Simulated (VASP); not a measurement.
Level of theory: PBE GGA, VASP's PBE PAW potentials (set 64) (plane waves; VASP).

The input files of a VASP run:

INCAR:
```
# general
SYSTEM =Ti3Pt
PREC   =Accurate
ENCUT  =300   # plane-wave cut-off (eV)
LREAL  =F
LASPH  =T   # aspherical one-centre terms

# electronic loop
EDIFF  =1E-6   # SCF stop (eV)
NELM   =100
ALGO   =Normal
LMAXMIX=6   # l cut-off of mixed one-centre charges

# smearing
ISMEAR =-1
SIGMA  =0.1   # width (eV)

# functional
GGA    =PE

# ions
ISIF   =2   # forces and stress, cell fixed

# output
LWAVE  =F
LCHARG =F
```

**KPOINTS**
```
kpoints
0
G
6 6 6
0 0 0
```

### POSCAR
```
Ti3Pt
1
   -1.8977570000     1.8977570000     4.2271470000
    1.8977570000    -1.8977570000     4.2271470000
    1.8977570000     1.8977570000    -4.2271470000
Ti Pt
3 1
Direct
  0.5000000000   0.5000000000   0.0000000000
  0.7500000000   0.2500000000   0.5000000000
  0.2500000000   0.7500000000   0.5000000000
  0.0000000000   0.0000000000   0.0000000000
```

POTCAR, in this order: Ti_sv Pt (PBE.64 set). Program: vasp_std.

At this cut-off the stress carries a Pulay error, which pulls relaxed volumes low. Unless said otherwise, spin-orbit coupling is left out, though it shifts the bands of the heavy elements here.

Problem. What does the run give for the energy per atom (σ→0), pressure, band gap (on the k-mesh)?

Solution. 
```
Property                                                     Value
------------------------  ----------------------------------------
energy per atom (σ→0)                       -755.5 kJ/mol of atoms
band gap (on the k-mesh)  none (metal, semimetal or under 0.01 eV)
pressure                                                115.1 kbar
```

OSZICAR:
```
...
DAV:   9    -0.314151285046E+02    0.14229E-01   -0.35751E-01  2348   0.429E+00    0.158E+00
DAV:  10    -0.314153328785E+02   -0.20437E-03   -0.98656E-02  2111   0.334E+00    0.285E-01
DAV:  11    -0.314134950275E+02    0.18379E-02   -0.80205E-03  2086   0.906E-01    0.856E-02
DAV:  12    -0.314134959370E+02   -0.90954E-06   -0.56524E-04  2282   0.211E-01    0.390E-02
DAV:  13    -0.314134945586E+02    0.13784E-05   -0.98200E-05  2159   0.994E-02    0.816E-03
DAV:  14    -0.314134879422E+02    0.66165E-05   -0.94318E-06  2202   0.302E-02    0.338E-03
DAV:  15    -0.314134877627E+02    0.17951E-06   -0.61290E-07  1085   0.891E-03
   1 F= -.31413488E+02 E0= -.31319233E+02  d E =-.188509E+00
```

The structure was generated: Ti3Pt was put into an ordered model structure, which need not be its known phase. The cell was not relaxed at this level, and its volume differs by -5.9 % from the start's. The k-mesh is coarse (spacing up to 0.39 per Å, 2π included), so the numbers may not be converged in it.
